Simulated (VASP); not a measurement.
Output of a VASP run:

### OSZICAR
```
       N       E                     dE             d eps       ncg     rms          rms(c)
DAV:   1     0.405894407736E+02    0.40589E+02   -0.84523E+03   864   0.140E+03
DAV:   2    -0.326453668703E+02   -0.73235E+02   -0.67283E+02  1276   0.206E+02
DAV:   3    -0.356980446162E+02   -0.30527E+01   -0.30384E+01  1116   0.417E+01
DAV:   4    -0.357271882030E+02   -0.29144E-01   -0.29112E-01  1064   0.482E+00
DAV:   5    -0.357276244488E+02   -0.43625E-03   -0.43619E-03  1116   0.561E-01    0.141E+01
DAV:   6    -0.316902001044E+02    0.40374E+01   -0.10604E+01  1044   0.214E+01    0.655E+00
DAV:   7    -0.314815489920E+02    0.20865E+00   -0.11434E+00  1072   0.726E+00    0.264E+00
DAV:   8    -0.314532126028E+02    0.28336E-01   -0.59521E-02  1036   0.180E+00    0.511E-01
DAV:   9    -0.314512374607E+02    0.19751E-02   -0.57026E-03  1068   0.568E-01    0.130E-01
DAV:  10    -0.314513195187E+02   -0.82058E-04   -0.36417E-04  1048   0.146E-01    0.478E-02
DAV:  11    -0.314513197859E+02   -0.26724E-06   -0.21296E-05  1072   0.419E-02    0.114E-02
DAV:  12    -0.314513198450E+02   -0.59099E-07   -0.23128E-06   812   0.105E-02
   1 F= -.24504182E+02 E0= -.24504182E+02  d E =-.245042E+02
```

File OUTCAR:
```
------------------------ aborting loop because EDIFF is reached ----------------------------------------
  FORCE on cell =-STRESS in cart. coord.  units (eV):
  Direction    XX          YY          ZZ          XY          YZ          ZX
  --------------------------------------------------------------------------------------
  Total        6.9798243      6.9798229      6.9169620      0.0000000     -0.0000000      0.0000000
  in kB      301.4115044    301.4114450    298.6969049      0.0000000     -0.0000000      0.0000000
  external PRESSURE =       0.5066181 kB  Pullay stress =     300.0000000 kB
  volume of cell :       37.10
      direct lattice vectors                 reciprocal lattice vectors
     1.483548523 -2.569581163  0.000000000     0.337029758 -0.194584241  0.000000000
     1.483548523  2.569581163  0.000000000     0.337029758  0.194584241  0.000000000
     0.000000000  0.000000000  4.866325512     0.000000000  0.000000000  0.205493857
  FREE ENERGIE OF THE ION-ELECTRON SYSTEM (eV)
  ---------------------------------------------------
  free  energy   TOTEN  =       -31.4513198450 eV

  energy  without entropy=      -31.4513198450  energy(sigma->0) =      -31.45131984
  enthalpy is  TOTEN    =       -24.5041819533 eV   P V=        6.9471378917

 reached required accuracy - stopping structural energy minimisation
```
(Selected blocks of OUTCAR.)

### POSCAR
```
SiC
1
    1.4835485226    -2.5695811632    -0.0000000000
    1.4835485226     2.5695811632     0.0000000000
    0.0000000000    -0.0000000000     4.8663255118
Si C
2 2
Direct
  0.6666670000   0.3333330000   0.4996311300
  0.3333330000   0.6666670000   0.9996311300
  0.6666670000   0.3333330000   0.8753688700
  0.3333330000   0.6666670000   0.3753688700
```

Q: Write an INCAR and KPOINTS that could have produced this output.

A: Several could match; the one computed here: the input of the run itself, PBEsol GGA, plane waves, VASP's PBE PAW potentials (set 64).

**INCAR**
```
! general
SYSTEM =SiC
PREC   =Accurate
ENCUT  =620
LREAL  =.FALSE.
LASPH  =.TRUE.

! electronic loop
EDIFF  =1E-6
NELM   =100
ALGO   =Normal

! smearing
ISMEAR =0
SIGMA  =0.05

! functional
GGA    =PS

! ions
IBRION =2
NSW    =40
ISIF   =3
EDIFFG =-0.02
PSTRESS=300

! output
LWAVE  =.FALSE.
LCHARG =.FALSE.
```

KPOINTS:
```
Regular mesh
0
Gamma
 9 9 5
0 0 0
```

POTCAR, in this order: Si C (PBE.64 set). Program: vasp_std.

The compound is SiC in the wurtzite structure, the rare 2H polytype. It was relaxed first under an external pressure of 30 GPa.
